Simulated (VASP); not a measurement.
```
CELL_PARAMETERS angstrom
      4.30917     0.00000     0.00000
     -2.15459     3.73185     0.00000
      0.00000     0.00000    25.59005
ATOMIC_POSITIONS crystal
  Sr 0.33333 0.66667 0.36251
  Sr 0.00000 0.00000 0.50000
  Sr 0.66667 0.33333 0.63749
```

All values below come from r2SCAN meta-GGA, VASP's PBE PAW potentials (set 64) (plane waves; VASP). Numerical set-up: PREC = Normal, 400 eV cut-off, 8×8×1 Γ-centred mesh, first-order Methfessel-Paxton smearing of 0.10 eV, potentials Sr_sv.

Task: Which forces act on the atoms, in eV/Å?

Result: 
```tsv
atom	Fx	Fy	Fz
Sr1	0.000	0.000	0.076
Sr2	0.000	0.000	0.000
Sr3	0.000	0.000	-0.076
```

Task: Give the stress tensor in GPa (positive for a compressed cell).

Result: 
```
 0.03   0.00   0.00
 0.00   0.03   0.00
 0.00   0.00  -0.22
```
The pressure is its mean diagonal, -0.05 GPa.

The cell is a thin slab with vacuum, built from Sr (fcc): (111) face.
